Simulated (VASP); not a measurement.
All values below come from PBE GGA, VASP's PBE PAW potentials (set 64) (plane waves; VASP 6.6.1).

A VASP calculation is set up with these files.

POSCAR:
```
PtS2
1
    3.4347410000     0.0000000000     0.0000000000
   -1.7173710000     2.9745730000     0.0000000000
    0.0000000000     0.0000000000    16.7926240000
Pt S
1 2
Direct
 -0.0163640000  -0.0006050000   0.4998460000
  0.3376070000   0.6582500000   0.5818240000
  0.6787570000   0.3423550000   0.4183300000
```

File KPOINTS:
```
Automatic mesh
0
Gamma
8 8 1
0 0 0
```

INCAR:
```
ALGO  =  Normal
EDIFF  =  1E-6
ENCUT  =  300
GGA  =  PE
ISIF  =  2
ISMEAR  =  0
LASPH  =  .True.
LCHARG  =  .False.
LMAXMIX  =  6
LREAL  =  .False.
LWAVE  =  .False.
NELM  =  100
PREC  =  Accurate
SIGMA  =  0.272
SYSTEM  =  PtS2
```

POTCAR, in this order: Pt S (PBE.64 set). Program: vasp_std.

The run wrote:

### OSZICAR
```
       N       E                     dE             d eps       ncg     rms          rms(c)
DAV:   1     0.133069006593E+03    0.13307E+03   -0.65214E+03  1028   0.740E+02
DAV:   2    -0.495791341080E+01   -0.13803E+03   -0.13440E+03  1510   0.182E+02
DAV:   3    -0.163223828938E+02   -0.11364E+02   -0.11275E+02  1293   0.640E+01
DAV:   4    -0.165346576851E+02   -0.21227E+00   -0.21208E+00  1376   0.966E+00
DAV:   5    -0.165390579315E+02   -0.44002E-02   -0.43998E-02  1377   0.135E+00    0.178E+01
DAV:   6    -0.154598415098E+02    0.10792E+01   -0.74326E+00  1146   0.285E+01    0.119E+01
DAV:   7    -0.152613579599E+02    0.19848E+00   -0.17111E+00  1097   0.147E+01    0.490E+00
DAV:   8    -0.152285149090E+02    0.32843E-01   -0.10700E-01  1370   0.314E+00    0.109E+00
DAV:   9    -0.152240969694E+02    0.44179E-02   -0.25204E-02  1307   0.167E+00    0.259E-01
DAV:  10    -0.152243373804E+02   -0.24041E-03   -0.31217E-03  1349   0.425E-01    0.165E-01
DAV:  11    -0.152243765238E+02   -0.39143E-04   -0.48659E-04  1391   0.151E-01    0.918E-02
DAV:  12    -0.152243804320E+02   -0.39082E-05   -0.93749E-05  1314   0.686E-02    0.331E-02
DAV:  13    -0.152243859498E+02   -0.55178E-05   -0.13767E-05  1280   0.283E-02    0.108E-02
DAV:  14    -0.152243924474E+02   -0.64976E-05   -0.39887E-06  1030   0.124E-02    0.408E-03
DAV:  15    -0.152243976353E+02   -0.51879E-05   -0.14719E-06  1049   0.728E-03    0.247E-03
DAV:  16    -0.152244018691E+02   -0.42337E-05   -0.29776E-07  1035   0.352E-03    0.108E-03
DAV:  17    -0.152244110969E+02   -0.92278E-05   -0.13283E-06  1036   0.429E-03    0.185E-03
DAV:  18    -0.152244135133E+02   -0.24164E-05   -0.82381E-08  1126   0.180E-03    0.100E-03
DAV:  19    -0.152244169125E+02   -0.33993E-05   -0.20357E-07   993   0.150E-03    0.267E-04
DAV:  20    -0.152244187895E+02   -0.18770E-05   -0.27469E-08  1063   0.862E-04    0.387E-04
DAV:  21    -0.152244199240E+02   -0.11345E-05   -0.13871E-08   853   0.569E-04    0.192E-04
DAV:  22    -0.152244203117E+02   -0.38768E-06   -0.38938E-09   923   0.287E-04
   1 F= -.15224420E+02 E0= -.15224401E+02  d E =-.385184E-04
```

OUTCAR:
```
------------------------ aborting loop because EDIFF is reached ----------------------------------------
  FORCE on cell =-STRESS in cart. coord.  units (eV):
  Direction    XX          YY          ZZ          XY          YZ          ZX
  --------------------------------------------------------------------------------------
  Total        0.9943198      1.5213723     -2.2688214      0.0137195      0.4840532     -0.0316699
  in kB        9.2853756     14.2072127    -21.1872062      0.1281189      4.5202920     -0.2957472
  external PRESSURE =       0.7684607 kB  Pullay stress =       0.0000000 kB
  volume of cell :      171.57
      direct lattice vectors                 reciprocal lattice vectors
     3.434741000  0.000000000  0.000000000     0.291142767  0.168091402  0.000000000
    -1.717371000  2.974573000  0.000000000     0.000000000  0.336182706  0.000000000
     0.000000000  0.000000000 16.792624000     0.000000000  0.000000000  0.059549955
 POSITION                                       TOTAL-FORCE (eV/Angst)
 -----------------------------------------------------------------------------------
      1.66220      2.97277      8.39373         1.322132      0.052305      0.056980
      0.02913      1.95801      9.77035        -0.670719      0.149987     -0.791263
      1.74340      1.01836      7.02486        -0.651413     -0.202292      0.734283
 -----------------------------------------------------------------------------------
    total drift:                               -0.000360      0.000022     -0.000177
  FREE ENERGIE OF THE ION-ELECTRON SYSTEM (eV)
  ---------------------------------------------------
  free  energy   TOTEN  =       -15.2244203117 eV

  energy  without entropy=      -15.2243817934  energy(sigma->0) =      -15.22440105
```
(Selected blocks of OUTCAR.)

At this cut-off the stress carries a Pulay error, which pulls relaxed volumes low. The cell holds a wide vacuum, so values per volume refer to the whole cell.

The cell is a sheet with vacuum, built from a generated structure.
